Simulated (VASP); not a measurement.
Computed with MS2 meta-GGA, VASP's PBE PAW potentials (set 64) (plane waves; VASP).

Input for VASP

File POSCAR:
```
Al3Sc
1
    4.0638445191    -0.0000000000     0.0000000000
    0.0000000000     4.0638445191     0.0000000000
    0.0000000000     0.0000000000     4.0638445191
Sc Al
1 3
Direct
  0.0000000000   0.0000000000   0.0000000000
  0.0000000000   0.5000000000   0.5000000000
  0.5000000000   0.0000000000   0.5000000000
  0.5000000000   0.5000000000   0.0000000000
```

File KPOINTS:
```
Automatic
0
gamma
 7 7 7
0 0 0
```

INCAR:
```
ALGO  =  Normal
EDIFF  =  1E-6
EDIFFG  =  -0.02
ENCUT  =  520
IBRION  =  2
ISIF  =  3
ISMEAR  =  1
LASPH  =  .TRUE.
LCHARG  =  .FALSE.
LMAXMIX  =  4
LMIXTAU  =  .TRUE.
LREAL  =  .FALSE.
LWAVE  =  .FALSE.
METAGGA  =  MS2
NELM  =  100
NSW  =  60
PREC  =  Accurate
SIGMA  =  0.1
SYSTEM  =  Al3Sc
```

POTCAR, in this order: Sc_sv Al (PBE.64 set). Program: vasp_std.

The run wrote:

**OSZICAR**
```
       N       E                     dE             d eps       ncg     rms          rms(c)
DAV:   1     0.906308231334E+02    0.90631E+02   -0.84423E+03   568   0.130E+03
DAV:   2    -0.370802670387E+02   -0.12771E+03   -0.12599E+03   574   0.375E+02
DAV:   3    -0.449813897664E+02   -0.79011E+01   -0.76360E+01   872   0.747E+01
DAV:   4    -0.451423827422E+02   -0.16099E+00   -0.16029E+00   794   0.115E+01
DAV:   5    -0.451461816657E+02   -0.37989E-02   -0.37974E-02   792   0.168E+00    0.147E+01
DAV:   6    -0.357039188953E+02    0.94423E+01   -0.12481E+01   800   0.514E+01    0.673E+00
DAV:   7    -0.359298928846E+02   -0.22597E+00   -0.33384E+00   614   0.276E+01    0.472E+00
DAV:   8    -0.360388098541E+02   -0.10892E+00   -0.47690E-01   956   0.755E+00    0.151E+00
DAV:   9    -0.360088437579E+02    0.29966E-01   -0.13942E+00   668   0.967E+00    0.111E+00
DAV:  10    -0.360420006097E+02   -0.33157E-01   -0.81434E-01   722   0.883E+00    0.561E-01
DAV:  11    -0.360426839629E+02   -0.68335E-03   -0.36758E-02   892   0.224E+00    0.147E-01
DAV:  12    -0.360432951382E+02   -0.61118E-03   -0.50859E-03   736   0.962E-01    0.293E-02
DAV:  13    -0.360428419157E+02    0.45322E-03   -0.14036E-03   688   0.424E-01    0.401E-02
DAV:  14    -0.360426189584E+02    0.22296E-03   -0.16673E-04   800   0.172E-01    0.311E-02
DAV:  15    -0.360427753431E+02   -0.15638E-03   -0.62398E-04   614   0.218E-01    0.843E-03
DAV:  16    -0.360427729993E+02    0.23439E-05   -0.81506E-05   918   0.818E-02    0.516E-03
DAV:  17    -0.360427737616E+02   -0.76235E-06   -0.25313E-06   574   0.206E-02
   1 F= -.36042774E+02 E0= -.36042527E+02  d E =-.360428E+02
       N       E                     dE             d eps       ncg     rms          rms(c)
DAV:   1    -0.361329861241E+02   -0.90213E-01   -0.21736E+00   608   0.240E+01    0.242E+00
DAV:   2    -0.360520024032E+02    0.80984E-01   -0.41447E-01   716   0.107E+01    0.422E-01
DAV:   3    -0.360478666687E+02    0.41357E-02   -0.90929E-03   590   0.899E-01    0.225E-01
DAV:   4    -0.360471110824E+02    0.75559E-03   -0.67741E-03   758   0.557E-01    0.139E-01
DAV:   5    -0.360468728676E+02    0.23821E-03   -0.49985E-03   814   0.623E-01    0.101E-01
DAV:   6    -0.360468574616E+02    0.15406E-04   -0.62940E-04   674   0.348E-01    0.659E-02
DAV:   7    -0.360468197961E+02    0.37666E-04   -0.13835E-03   888   0.395E-01    0.229E-02
DAV:   8    -0.360468319063E+02   -0.12110E-04   -0.40599E-05   706   0.615E-02    0.178E-02
DAV:   9    -0.360468225359E+02    0.93704E-05   -0.32897E-05   946   0.575E-02    0.179E-02
DAV:  10    -0.360468321075E+02   -0.95716E-05   -0.12359E-05   766   0.375E-02    0.249E-03
DAV:  11    -0.360468318515E+02    0.25601E-06   -0.28013E-07   334   0.489E-03
   2 F= -.36046832E+02 E0= -.36046550E+02  d E =-.405809E-02
       N       E                     dE             d eps       ncg     rms          rms(c)
DAV:   1    -0.360560078398E+02   -0.91757E-02   -0.20788E-01   596   0.745E+00    0.743E-01
DAV:   2    -0.360482784987E+02    0.77293E-02   -0.33692E-02   708   0.309E+00    0.134E-01
DAV:   3    -0.360479082750E+02    0.37022E-03   -0.73607E-04   694   0.283E-01    0.685E-02
DAV:   4    -0.360478396787E+02    0.68596E-04   -0.65560E-04   668   0.190E-01    0.434E-02
DAV:   5    -0.360478380277E+02    0.16510E-05   -0.22664E-04   610   0.133E-01    0.349E-02
DAV:   6    -0.360478525358E+02   -0.14508E-04   -0.53254E-05   674   0.123E-01    0.183E-02
DAV:   7    -0.360478556413E+02   -0.31055E-05   -0.73413E-05   866   0.104E-01    0.594E-03
DAV:   8    -0.360478567320E+02   -0.10906E-05   -0.10031E-06   426   0.983E-03    0.543E-03
DAV:   9    -0.360478589563E+02   -0.22244E-05   -0.15302E-07   322   0.619E-03    0.636E-03
DAV:  10    -0.360478587143E+02    0.24200E-06   -0.61098E-06   780   0.250E-02
   3 F= -.36047859E+02 E0= -.36047589E+02  d E =-.508495E-02
```

OUTCAR:
```
------------------------ aborting loop because EDIFF is reached ----------------------------------------
  FORCE on cell =-STRESS in cart. coord.  units (eV):
  Direction    XX          YY          ZZ          XY          YZ          ZX
  --------------------------------------------------------------------------------------
  Total       -0.0056665     -0.0056665     -0.0056665      0.0000000      0.0000000      0.0000000
  in kB       -0.1331390     -0.1331390     -0.1331390      0.0000000      0.0000000      0.0000000
  external PRESSURE =      -0.1331390 kB  Pullay stress =       0.0000000 kB
  volume of cell :       68.19
      direct lattice vectors                 reciprocal lattice vectors
     4.085451084  0.000000000 -0.000000000     0.244771013  0.000000000 -0.000000000
    -0.000000000  4.085451084  0.000000000    -0.000000000  0.244771013  0.000000000
     0.000000000  0.000000000  4.085451084     0.000000000  0.000000000  0.244771013
 POSITION                                       TOTAL-FORCE (eV/Angst)
 -----------------------------------------------------------------------------------
      0.00000      0.00000      0.00000        -0.000000      0.000000      0.000000
     -0.00000      2.04273      2.04273         0.000000      0.000000      0.000000
      2.04273      0.00000      2.04273        -0.000000      0.000000      0.000000
      2.04273      2.04273     -0.00000        -0.000000      0.000000      0.000000
 -----------------------------------------------------------------------------------
    total drift:                               -0.000000     -0.000000      0.000000
  FREE ENERGIE OF THE ION-ELECTRON SYSTEM (eV)
  ---------------------------------------------------
  free  energy   TOTEN  =       -36.0478587143 eV

  energy  without entropy=      -36.0470484691  energy(sigma->0) =      -36.04758863

 reached required accuracy - stopping structural energy minimisation
```
(Selected blocks of OUTCAR.)

File CONTCAR:
```
Al3Sc
   1.00000000000000
     4.0854510841166345    0.0000000000000000   -0.0000000000000000
    -0.0000000000000000    4.0854510841166345    0.0000000000000000
     0.0000000000000000    0.0000000000000000    4.0854510841166345
  Sc              Al
     1     3
Direct
     0.0000000000000000    0.0000000000000000    0.0000000000000000
     0.0000000000000000    0.5000000000000000    0.5000000000000000
     0.5000000000000000    0.0000000000000000    0.5000000000000000
     0.5000000000000000    0.5000000000000000    0.0000000000000000
```

**OUTCAR**
```
 val. band max:        7.1731746254   @ k =   0.4286   0.4286   0.1429

 cond. band min:       7.2908468764   @ k =   0.2857   0.0000   0.0000


 Fermi energy:         7.2082264262

 k-point     1 :       0.0000    0.0000    0.0000
  band No.  band energies     occupation
      1     -44.0507      2.00000
      2     -21.4319      2.00000
      3     -21.4319      2.00000
      4     -21.4319      2.00000
      5      -2.9804      2.00000
      6       4.6760      2.00000
      7       4.6760      2.00000
      8       5.3881      2.00000
      9       5.3881      2.00000
     10       5.3881      2.00000
     11       8.6954     -0.00000
     12       8.7239     -0.00000
     13       8.7239     -0.00000
     14       8.7239     -0.00000

 k-point     2 :       0.1429    0.0000    0.0000
  band No.  band energies     occupation
      1     -44.0505      2.00000
      2     -21.4376      2.00000
      3     -21.4314      2.00000
      4     -21.4314      2.00000
      5      -2.7880      2.00000
      6       3.3240      2.00000
      7       4.8250      2.00000
      8       5.4174      2.00000
      9       5.4174      2.00000
     10       6.3004      2.00000
     11       8.5953     -0.00000
     12       8.5953     -0.00000
     13       8.7885     -0.00000
     14       9.4096      0.00000

 k-point     3 :       0.2857    0.0000    0.0000
  band No.  band energies     occupation
      1     -44.0500      2.00000
      2     -21.4504      2.00000
      3     -21.4304      2.00000
      4     -21.4304      2.00000
      5      -2.2237      2.00000
      6       1.6274      2.00000
      7       5.2380      2.00000
      8       5.4798      2.00000
      9       5.4798      2.00000
     10       7.2908      0.00710
     11       8.3865     -0.00000
     12       8.3865     -0.00000
     13       8.9442     -0.00000
     14       9.5803      0.00000

 k-point     4 :       0.4286    0.0000    0.0000
  band No.  band energies     occupation
...
```

The compound is Al3Sc in the L1_2 structure. This run relaxes it. Symmetry was kept, so distortions that lower it aren't found. The start is the result of an earlier pass.
